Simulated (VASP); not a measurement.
A convergence study with VASP on MgSe (rock salt): one setting is varied, all else stays as given below, so the limit is that of these other settings. Each run relaxes cell and ions from the cell shown.

```xyz
2
Lattice="0.0000 2.7300 2.7300 2.7300 0.0000 2.7300 2.7300 2.7300 0.0000" Properties=species:S:1:pos:R:3 pbc="T T T"
Mg     0.0000     0.0000     0.0000
Se     2.7300     2.7300     2.7300
```

All values below come from PBE GGA, VASP's PBE PAW potentials (set 64) (plane waves; VASP 6.6.1). The tightest run used: 550 eV cut-off, 12×12×12 Γ-centred mesh, Gaussian smearing of 0.050 eV, potentials Mg Se.

Gaps are read on the run's mesh, which can miss a band edge.

| setting | relaxed volume (Å³/atom) | E (eV/atom) | gap on the mesh (eV) | irreducible k-points |
|---|---|---|---|---|
| 2×2×2 mesh | 23.015 | -2.9846 | 1.199 | 3 |
| 3×3×3 mesh | 21.364 | -3.6022 | 2.201 | 4 |
| 4×4×4 mesh | 20.978 | -3.7116 | 1.709 | 8 |

These are the cheaper rows. Estimate the results at 12×12×12 mesh, and how far the last row shown lies from them.

```csv
quantity,tightest run,last row shown is off by
relaxed volume (Å³/atom),20.846,0.131
E (eV/atom),-3.7455,0.0339
gap on the mesh (eV),1.753,-0.044
```

Left out are rungs that failed or repeat a setting and relaxations that didn't move; long series are thinned to 24 rows.

The compound is MgSe in the rock salt structure.
